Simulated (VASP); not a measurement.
A cell of CsBr (CsCl type) near equilibrium:

```xyz
2
Lattice="4.3221 0.0000 0.0000 0.0000 4.3221 0.0000 0.0000 0.0000 4.3221" Properties=species:S:1:pos:R:3 pbc="T T T"
Cs     0.0000     0.0000     0.0000
Br     2.1611     2.1611     2.1611
```

Method: r2SCAN meta-GGA, VASP's PBE PAW potentials (set 64) (plane waves; VASP).

Unless said otherwise, spin-orbit coupling is left out, though it shifts the bands of the heavy elements here.

```tsv
run	ΔE (meV/atom)	σxx	σyy	σzz	largest shear component, with its sign (GPa)	largest force (eV/Å)	gap (eV)
as it is	0.0	0.05	0.05	0.05	0.00	0.000	5.18
after one change	0.7	0.29	0.29	0.29	0.00	0.000	5.24
```
Stress is in GPa, positive when the cell is compressed; gaps are those on the k-mesh, and 0.00 means metallic.

Problem. Which change was made?
A) biaxial strain of +1.5 % in the xy plane
B) uniaxial strain of +1.0 % along y
C) isotropic strain of -0.5 %
D) biaxial strain of +3.0 % in the yz plane

Solution. C, isotropic strain of -0.5 %

The compound is CsBr in the CsCl type structure.
